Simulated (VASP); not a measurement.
An input for Ansatz (written as the equivalent of a VASP run, and not itself run):

Ansatz 0.2 input:
```yaml
crystal:
  lattice:
    - [-2.8330500, 2.8330500, 5.5651000]
    - [2.8330500, -2.8330500, 5.5651000]
    - [2.8330500, 2.8330500, -5.5651000]
  atoms:
    - { symbol: Ga, position: [0.5000000, 0.5000000, 0.0000000] }
    - { symbol: Ga, position: [0.2500000, 0.7500000, 0.5000000] }
    - { symbol: Cu, position: [0.0000000, 0.0000000, 0.0000000] }
    - { symbol: Cu, position: [0.7500000, 0.2500000, 0.5000000] }
    - { symbol: Se, position: [0.8750000, 0.8750000, 0.5000000] }
    - { symbol: Se, position: [0.1250000, 0.6250000, 0.0000000] }
    - { symbol: Se, position: [0.3750000, 0.3750000, 0.5000000] }
    - { symbol: Se, position: [0.6250000, 0.1250000, 0.0000000] }
kpoints:
  mp_grid: { grid: [3, 3, 3] }
hamiltonian:
  xc: pbe
  pseudopotentials: { kind: paw }
magnetization: { noncollinear: true, spin_orbit: true }
scf:
  occupations: { method: fermi_dirac, width: 0.02 }
  max_iter: 100
output: { forces: true, stress: true, eigenvalues: true }
```

Problem. Write the VASP files for the same calculation (PBE+SOC).

Solution. This is not unique; one that fits is 
### INCAR
```
SYSTEM = CuGaSe2
PREC = Accurate
ENCUT = 300
EDIFF = 1E-6
NELM = 100
ALGO = Normal
LREAL = .FALSE.
LASPH = .TRUE.
ISMEAR = -1
SIGMA = 0.02
GGA = PE
LMAXMIX = 4
LWAVE = .FALSE.
LCHARG = .FALSE.
ISIF = 2
LSORBIT = .TRUE.
LNONCOLLINEAR = .TRUE.
MAGMOM = 0.0 0.0 0.0 0.0 0.0 0.0 0.0 0.0 0.0 0.0 0.0 0.0 0.0 0.0 0.0 0.0 0.0 0.0 0.0 0.0 0.0 0.0 0.0 0.0
GGA_COMPAT = .FALSE.
LORBIT = 11
```

POSCAR:
```
CuGaSe2
1
   -2.8330500000     2.8330500000     5.5651000000
    2.8330500000    -2.8330500000     5.5651000000
    2.8330500000     2.8330500000    -5.5651000000
Ga Cu Se
2 2 4
Direct
  0.5000000000   0.5000000000   0.0000000000
  0.2500000000   0.7500000000   0.5000000000
  0.0000000000   0.0000000000   0.0000000000
  0.7500000000   0.2500000000   0.5000000000
  0.8750000000   0.8750000000   0.5000000000
  0.1250000000   0.6250000000   0.0000000000
  0.3750000000   0.3750000000   0.5000000000
  0.6250000000   0.1250000000   0.0000000000
```

### KPOINTS
```
K-points
0
G
  3 3 3
```

POTCAR, in this order: Ga_d Cu Se (PBE.64 set). Program: vasp_ncl.

Limits of the translation: each code has its own PAW files, so the cut-off isn't converted (ENCUT is set for VASP's; basis.ecutwfc is left out, and Ansatz then takes the one that its files recommend); Ansatz stops its SCF on the density residual and VASP on the energy change (EDIFF).

The structure is a typed CuGaSe2 crystal. The cell was not relaxed at this level. The k-mesh is coarse (spacing up to 0.52 per Å, 2π included), so the numbers may not be converged in it. The run is one of a series of settings (GGA_COMPAT = .FALSE., LNONCOLLINEAR = .TRUE., LSORBIT = .TRUE., MAGMOM = 0.0 0.0 0.0 0.0 0.0 0.0 0.0 0.0 0.0 0.0 0.0 0.0 0.0 0.0 0.0 0.0 0.0 0.0 0.0 0.0 0.0 0.0 0.0 0.0, program vasp_ncl against the base run), some of them coarse on purpose.
